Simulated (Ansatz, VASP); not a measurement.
# Cross-check of SbAs between VASP and Ansatz

Aim: how closely do two programs agree when they are given the same cell, functional and k mesh? The cell is generated by rule, not measured, and may not be a known phase. The cell is taken from a series of runs on this material, whose earlier steps may have relaxed, scaled, displaced or heated it; both programs get it as it stands.

Main program and level: Ansatz 0.2.0; plane waves, with VASP 6.6.1 beside it; zone-centre phonons at PBEsol.

The structure was built from a prototype and need not be the compound's stable phase.

**1. The structure**

It takes space group I4mm (No. 107, tetragonal). The conventional cell has a = 4.092 Å, b = 4.092 Å, c = 5.877 Å, α = 90.00°, β = 90.00°, γ = 90.00°. Nearest to Sb lie 6 As at 2.66 to 3.21 Å. Nearest to As lie 6 Sb at 2.66 to 3.21 Å. Farther neighbours are not listed.

Structure file:

```cif
data_structure
_symmetry_space_group_name_H-M 'P 1'
_symmetry_Int_Tables_number 1
_cell_length_a 4.1237
_cell_length_b 4.1237
_cell_length_c 4.1237
_cell_angle_alpha 120.514
_cell_angle_beta 120.514
_cell_angle_gamma 89.112
_cell_volume 49.19
loop_
_atom_site_label
_atom_site_type_symbol
_atom_site_fract_x
_atom_site_fract_y
_atom_site_fract_z
_atom_site_occupancy
Sb1 Sb 0.01864 0.01864 0.00000 1
As2 As 0.47201 0.47201 0.00000 1
```

**2. Ansatz: zone-centre phonons, PBEsol**

Ansatz runs on its default PAW (the set named soft_2) files.

Second derivatives magnify differences that forces hide, and they need a tight electronic threshold.

Contents of input.yaml:

```yaml
crystal:
  lattice:
    - [-2.0457995723, 2.0457995723, 2.9383852921]
    - [2.0457995723, -2.0457995723, 2.9383852921]
    - [2.0457995723, 2.0457995723, -2.9383852921]
  atoms:
    - { symbol: Sb, position: [0.0186439671, 0.0186439671, 0.0] }
    - { symbol: As, position: [0.4720104566, 0.4720104566, 0.0] }
kpoints:
  mp_grid: { grid: [14, 14, 14] }
hamiltonian:
  xc: pbesol
scf:
  occupations: { method: methfessel_paxton, width: 0.2 }
output:
  eigenvalues: true
phonons:
  method: dfpt
```

The run is started by

```sh
$ ansatz run input.yaml --threads 4 --pin off --max-ram 7168MiB --backend cpu --events-out ev --progress --plain --runs-dir out
```

Numbers of over 12 decimals in the logs are rounded to 6 here.

Output:

```text
zone centre: on kpoints.mp_grid the ground state, and the responses unless they are solved on pairs of k-points, stand on 428 of the mesh's 2744 k-points, reduced under 4 symmetry operations, with k and −k counted as one. Each operation leaves every solved displacement unchanged or reverses it
Engine: ansatz 0.2.0, aarch64-unknown-linux-gnu
Pseudopotentials: kind: paw
Pseudopotential: Sb, paw, valence charge 15, recommended cutoff 420 eV (normal), Sb.paw.azcp
Pseudopotential: As, paw, valence charge 15, recommended cutoff 420 eV (normal), As.paw.azcp
Functional definition: PBEsol
  exchange = pbesol_x
  correlation = pbesol_c
Crystal: 2 atoms, lattice volume = 49.192 Å³
Basis set: ecut = 420 eV, 941 PW (Γ), exchange–correlation on 60×60×60 points (8 copies of the dense FFT grid, shifted against one another)
Bands: 19, of which v1, the nominal top of the filled ones, is band 15 counted from 1 (14 counted from 0)
Symmetry: 8 space group operations
k-points: 428 of 2744 (irreducible under 4 space group operations, time reversal used)
Non-local potential: Sb, projectors of the file, l = 0: 2, l = 1: 2, l = 2: 2, l = 3: 2
Non-local potential: As, projectors of the file, l = 0: 2, l = 1: 2, l = 2: 3, l = 3: 1
PAW form: soft (Blöchl's): semilocal exchange-correlation on the pseudo side does not see the compensation charge
PAW frozen core: Sb, regenerated for the run's functional, and the local potential with it (the file was generated under x = pbe(κ = 0.804, μ = 0.219515), c = pbe(β = 0.066725))
PAW frozen core: As, regenerated for the run's functional, and the local potential with it (the file was generated under x = pbe(κ = 0.804, μ = 0.219515), c = pbe(β = 0.066725))
PAW one-centre angular grid: Sb, 590 points (default); XC on 64 Gauss nodes
PAW one-centre angular grid: As, 590 points (default); XC on 64 Gauss nodes
Initial density: superposition of atomic densities (neutral atoms: chi_scale 0, normalization atom), corrected by the library's trained network
Initial wavefunctions: pseudopotential atomic-orbital guess
Functional: x = pbesol(κ = 0.804, μ = 0.123457), c = pbesol(β = 0.046)
SCF iter   1: F=—  HF=-11221.096554 eV  |F-HF|=—  |Δ(HF+E_count)|=         —  Δρ=3.02e-3  dr2=6.64e-3  ethr=1.77e-3  ⟨swp⟩=5.2  Hψ=38278  notcnv=0
preconditioner: auto → Kerker (q_TF=auto, 2.512 Å⁻¹)  [metal: Δε(μ)=0.079 eV  Ē_g=9.466 eV  σ=0.200 eV  W_gap=0.32  n_scr=14 (ndim 8)  ℏωp=16.7 eV  f_vac=0.001  D(μ)=0.29/eV (n_scr^D=0)]
SCF iter   2: F=—  HF=-11221.093826 eV  |F-HF|=—  |Δ(HF+E_count)|=   2.73e-3  S|Δr|=    0.00e0  Δρ=1.75e-3  dr2=1.57e-3  ethr=2.21e-5  ⟨swp⟩=2.5  Hψ=18014  notcnv=0
SCF iter   3: F=—  HF=-11221.093462 eV  |F-HF|=—  |Δ(HF+E_count)|=   3.63e-4  S|Δr|=    0.00e0  Δρ=4.90e-4  dr2=1.75e-4  ethr=5.23e-6  ⟨swp⟩=2.1  Hψ=10601  notcnv=0
SCF iter   4: F=—  HF=-11221.093438 eV  |F-HF|=—  |Δ(HF+E_count)|=   2.42e-5  S|Δr|=    0.00e0  Δρ=2.24e-4  dr2=2.58e-5  ethr=5.82e-7  ⟨swp⟩=2.3  Hψ=11269  notcnv=0
SCF iter   5: F=—  HF=-11221.093441 eV  |F-HF|=—  |Δ(HF+E_count)|=   2.60e-6  S|Δr|=    0.00e0  Δρ=7.02e-5  dr2=3.00e-6  ethr=8.59e-8  ⟨swp⟩=2.0  Hψ=12250  notcnv=0
SCF iter   6: F=—  HF=-11221.093441 eV  |F-HF|=—  |Δ(HF+E_count)|=   3.17e-7  S|Δr|=    0.00e0  Δρ=3.25e-5  dr2=3.61e-7  ethr=1.00e-8  ⟨swp⟩=2.0  Hψ=14560  notcnv=0
SCF iter   7: F=—  HF=-11221.093441 eV  |F-HF|=—  |Δ(HF+E_count)|=   2.87e-7  S|Δr|=    0.00e0  Δρ=8.92e-6  dr2=3.48e-8  ethr=1.20e-9  ⟨swp⟩=2.0  Hψ=14554  notcnv=0
SCF iter   8: F=—  HF=-11221.093441 eV  |F-HF|=—  |Δ(HF+E_count)|=   1.04e-8  S|Δr|=    0.00e0  Δρ=1.48e-6  dr2=1.16e-9  ethr=1.16e-10  ⟨swp⟩=2.0  Hψ=10165  notcnv=0
SCF iter   9: F=—  HF=-11221.093441 eV  |F-HF|=—  |Δ(HF+E_count)|=  4.22e-10  S|Δr|=    0.00e0  Δρ=4.00e-7  dr2=6.53e-11  ethr=3.86e-12  ⟨swp⟩=2.0  Hψ=12430  notcnv=0
SCF iter  10: F=-11221.093441 eV  HF=-11221.093441 eV  |F-HF|=3.64e-12  |Δ(HF+E_count)|=  3.64e-12  S|Δr|=    0.00e0  Δρ=9.99e-8  dr2=6.46e-12  ethr=1.00e-12  ⟨swp⟩=5.8  Hψ=34323  notcnv=0
SCF 1 converged in 10 iterations: F = -11221.093441 eV  dr2 = 6.46e-12
  greatest PAW one-centre occupation: 0.999 electrons in one spin orbital (limit 2), on the As atom at site 1 (counted from 0), in its partial waves of l = 2
DFPT response loops at Γ: preconditioner auto → Kerker (q_TF=auto, 2.512 Å⁻¹) (partly filled bands, converged f_vac=0.000); β = 1.00, the filter's whole step (`scf.mixing.beta` (0.50) is not read by the response loops under this deck's `scf.mixing.preconditioner`; to damp them name `kerker` or `kerker_dos`, under which they read `scf.mixing.beta`, and type it under 1.00, their step now; both keys bind the ground state too); Broyden in place of MSR1
SCF converged after 10 iterations
Stability not checked: this state was not tested for a lower state beside it, because cold or Methfessel-Paxton smearing, or corrected tetrahedra, fill the levels in a way that the test cannot read (fill_not_monotonic; see scf.lower_state_search)
Free energy (F): -11221.093441 eV
Harris-Foulkes:  -11221.093441 eV  (|F-HF|=3.64e-12)
Internal energy: -11221.095582 eV  (E = F + TS)
E sigma→0 (E₀):  -11221.093976 eV
Entropy (-TS):   0.002141 eV (1.070 meV/atom)
Fermi energy:    10.776572 eV
Step filling:    the computed levels leave a gap of 0.0000 eV = 0.0 smearing widths at the electron count; against every level under it full and every level over it empty, smearing changes F+E_penalty+E_count by +0.824 meV and its σ→0 estimate by +0.289 meV
--- Per-component energies (eV) ---
  E_band       = -385.666293
  E_kinetic    = 310.348762
  E_local      = -3184.091638  (includes V_loc(G=0)·N_el)
  E_nonlocal   = -304.552586
  E_hartree    = 1615.196718
  E_xc         = -216.564468
  E_vxc        = -176.317065  (∫ρ·V_xc dr)
  E_paw        = -6291.752503  (= ΣΔE_a)
  E_vpaw       = -261.447258  (= ΣTr[D̂ρ^β])
  E_aug_tail   = 0.000006  (compensation charges beyond the density's cutoff)
  E_ewald      = -3150.978158
  E_core_change = 1.298286  (= ΣΔE_core)
  E_smearing   = 0.002141  (= −TS)
  E_closure    = -0.000000  (closes the sum)
  Σ components = -11221.093441   (vs F -11221.093441, Δ=0.00e0)
--- Band table (eV; the first three rows and the last of 428) ---
  k-point 0: bands = [... 11 lower, 5.8346, 8.7784, 8.9461, 8.9461, 13.9000, 13.9000, 14.3241, 15.9967]
  k-point 1: bands = [... 11 lower, 5.4546, 8.6146, 8.7869, 9.5097, 13.1853, 13.8576, 14.3882, 16.1788]
  k-point 2: bands = [... 11 lower, 4.7340, 8.1987, 8.3896, 10.7190, 11.5855, 13.7075, 14.5788, 15.8374]
  k-point 427: bands = [... 11 lower, 2.2220, 5.1464, 6.8187, 6.8187, 12.9686, 16.5047, 16.5047, 18.2729]
--- Phonons (Γ-DFPT): 4 representative perturbations + reference, on 428 of 2744 k-points (Σ response iterations 12) ---
  k mesh reduced under 4 symmetry operations, with k and −k counted as one. Each operation leaves every solved displacement unchanged or reverses it
  ASR residual: 5.119e-5 → 0.000e0 eV/Å²; symmetrization residual: 1.438e-5 eV/Å²
  ASR residual per site (eV/Å²): 5.12e-5 3.91e-5
  Γ frequencies (cm⁻¹): -82.89 -82.89 0.00 0.00 0.00 166.22
  non-analytic LO–TO correction: not included (Born effective charges unavailable; polar crystals: no LO–TO splitting at Γ)
```

[end of part 1 of 2]

[Lines on the potential files, build, host, timing and source positions are cut from VASP's logs without a mark.]

[Logs are printed without paths, hosts, clocks, repeated set-up lines and the standing remarks that a program may print on its own settings, such as how far it seeks lower states.]

[Hosts, paths, dates, database ids (printed as entryN), source tags and the programs' standing remarks are cut or masked in the printed files.]
